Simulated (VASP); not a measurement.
Method: PBE GGA, VASP's PBE PAW potentials (set 64) (plane waves; VASP).

VASP ran on this input.

POSCAR:
```
Ni3Fe
1.0
  3.5958910000   0.0000000000   0.0000000000
  0.0000000000   3.6495380000   0.0000000000
  0.0000000000   0.0000000000   3.5884310000
Fe Ni
1 3
Cartesian
  0.0000000000   0.0000000000   0.0000000000
  0.0000000000   1.8247690000   1.7942155000
  1.7979455000   0.0000000000   1.7942155000
  1.8875047612   1.8247690000   0.0000000000
```

**KPOINTS**
```
Automatic mesh
0
G
8 8 8
```

INCAR:
```
LWAVE=.False.
ISMEAR=1   ! Methfessel-Paxton
ISIF=2   ! forces and stress, cell fixed
LCHARG=.False.
LORBIT=10
LMAXMIX=4   ! l cut-off of mixed one-centre charges
ALGO=Normal   ! blocked Davidson
SYSTEM=Ni3Fe
LREAL=.False.   ! projection in real space or not
PREC=Accurate
ENCUT=400   ! plane-wave cut-off (eV)
SIGMA=0.1
LASPH=.True.   ! aspherical one-centre terms
ISPIN=1
NELM=100   ! most electronic steps
EDIFF=1E-6   ! SCF stop (eV)
GGA=PE   ! PBE
```

POTCAR, in this order: Fe Ni (PBE.64 set). Program: vasp_std.

Task: What will the output report for the number of irreducible k-points (NKPTS), number of bands (NBANDS), largest plane-wave count, number of space-group operations, FFT grid (NGX, NGY, NGZ)?

Result: 
* **number of irreducible k-points (NKPTS)**: 125
* **number of bands (NBANDS)**: 23
* **largest plane-wave count**: 880
* **number of space-group operations**: 4
* **FFT grid (NGX, NGY, NGZ)**: 24 × 24 × 24

The compound is Ni3Fe in the L1_2 structure. The cell was not relaxed at this level, atoms are displaced from their ideal sites. The run is one of a series of settings (ISPIN = 1, the spin start removed against the base run), some of them coarse on purpose. The run is not spin-polarised, so no magnetic state was tried.
